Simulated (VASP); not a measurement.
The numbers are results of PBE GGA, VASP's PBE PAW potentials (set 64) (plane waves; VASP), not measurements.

The input files of a VASP run:

### INCAR
```
! general
SYSTEM  =KI
PREC    =Accurate
ENCUT   =400
LREAL   =.FALSE.
LASPH   =.TRUE.

! electronic loop
EDIFF   =1E-8
NELM    =100
ALGO    =Normal
LMAXMIX =4

! smearing
ISMEAR  =0
SIGMA   =0.01

! functional
GGA     =PE

! ions
IBRION  =8
NSW     =1

! output
LWAVE   =.FALSE.
LCHARG  =.FALSE.

! other
LEPSILON=.TRUE.
```

POSCAR:
```
KI
1
    0.0000000000     3.5930912037     3.5930912037
    3.5930912037     0.0000000000     3.5930912037
    3.5930912037     3.5930912037     0.0000000000
K I
1 1
Direct
  0.0000000000   0.0000000000   0.0000000000
  0.5000000000   0.5000000000   0.5000000000
```

File KPOINTS:
```
Automatic mesh
0
Gamma
 7 7 7
0 0 0
```

POTCAR, in this order: K_sv I (PBE.64 set). Program: vasp_std.

The run wrote:

**OUTCAR**
```


 HEAD OF MICROSCOPIC STATIC DIELECTRIC TENSOR (INDEPENDENT PARTICLE, excluding Hartree and local field effects)
 ------------------------------------------------------
           3.124218     0.000000    -0.000000
          -0.000000     3.124218    -0.000000
           0.000000     0.000000     3.124218
 ------------------------------------------------------

 MACROSCOPIC STATIC DIELECTRIC TENSOR (including local field effects in DFT)
 ------------------------------------------------------
           2.797960    -0.000000     0.000000
           0.000000     2.797960    -0.000000
           0.000000    -0.000000     2.797960
 ------------------------------------------------------

 PIEZOELECTRIC TENSOR (including local field effects)  for field in x, y, z        (e  Angst)
          XX          YY          ZZ          XY          YZ          ZX
  --------------------------------------------------------------------------------
  x     0.00000     0.00000     0.00000     0.00000     0.00000     0.00000
  y     0.00000     0.00000     0.00000     0.00000     0.00000     0.00000
  z     0.00000     0.00000     0.00000     0.00000     0.00000     0.00000

 PIEZOELECTRIC TENSOR (including local field effects)  for field in x, y, z        (C/m^2)
          XX          YY          ZZ          XY          YZ          ZX
  --------------------------------------------------------------------------------
  x     0.00000     0.00000     0.00000     0.00000     0.00000     0.00000
  y     0.00000     0.00000     0.00000     0.00000     0.00000     0.00000
  z     0.00000     0.00000     0.00000     0.00000     0.00000     0.00000

 BORN EFFECTIVE CHARGES (including local field effects) (in |e|, cummulative output)
 ---------------------------------------------------------------------------------
 ion    1
    1     1.15677     0.00000     0.00000
    2     0.00000     1.15677     0.00000
    3     0.00000     0.00000     1.15677
 ion    2
    1    -1.15677     0.00000     0.00000
    2     0.00000    -1.15677     0.00000
    3     0.00000     0.00000    -1.15677

   1 f  =    2.640473 THz    16.590579 2PiTHz   88.076688 cm-1    10.920113 meV

   2 f  =    2.640473 THz    16.590579 2PiTHz   88.076688 cm-1    10.920113 meV

   3 f  =    2.640473 THz    16.590579 2PiTHz   88.076688 cm-1    10.920113 meV

   4 f/i=    0.002811 THz     0.017665 2PiTHz    0.093781 cm-1     0.011627 meV

   5 f/i=    0.002811 THz     0.017665 2PiTHz    0.093781 cm-1     0.011627 meV

   6 f/i=    0.002811 THz     0.017665 2PiTHz    0.093781 cm-1     0.011627 meV

 MACROSCOPIC STATIC DIELECTRIC TENSOR IONIC CONTRIBUTION
 ------------------------------------------------------
           3.064931     0.000000     0.000000
           0.000000     3.064931    -0.000000
           0.000000    -0.000000     3.064931
 ------------------------------------------------------

 ELASTIC MODULI CONTR FROM IONIC RELAXATION (kBar)
 Direction    XX          YY          ZZ          XY          YZ          ZX
 --------------------------------------------------------------------------------
 XX           0.0000      0.0000      0.0000      0.0000      0.0000      0.0000
 YY           0.0000      0.0000      0.0000      0.0000      0.0000      0.0000
 ZZ           0.0000      0.0000      0.0000      0.0000      0.0000      0.0000
 XY           0.0000      0.0000      0.0000      0.0000      0.0000      0.0000
 YZ           0.0000      0.0000      0.0000      0.0000      0.0000      0.0000
 ZX           0.0000      0.0000      0.0000      0.0000      0.0000      0.0000
 --------------------------------------------------------------------------------

 PIEZOELECTRIC TENSOR IONIC CONTR  for field in x, y, z        (C/m^2)
          XX          YY          ZZ          XY          YZ          ZX
  --------------------------------------------------------------------------------
  x     0.00000     0.00000     0.00000     0.00000     0.00000     0.00000
  y     0.00000     0.00000     0.00000     0.00000     0.00000     0.00000
  z     0.00000     0.00000     0.00000     0.00000     0.00000     0.00000
```
(Selected blocks of OUTCAR.)

The compound is KI in the rock salt structure. It was relaxed first, which changed the volume by +5 %.
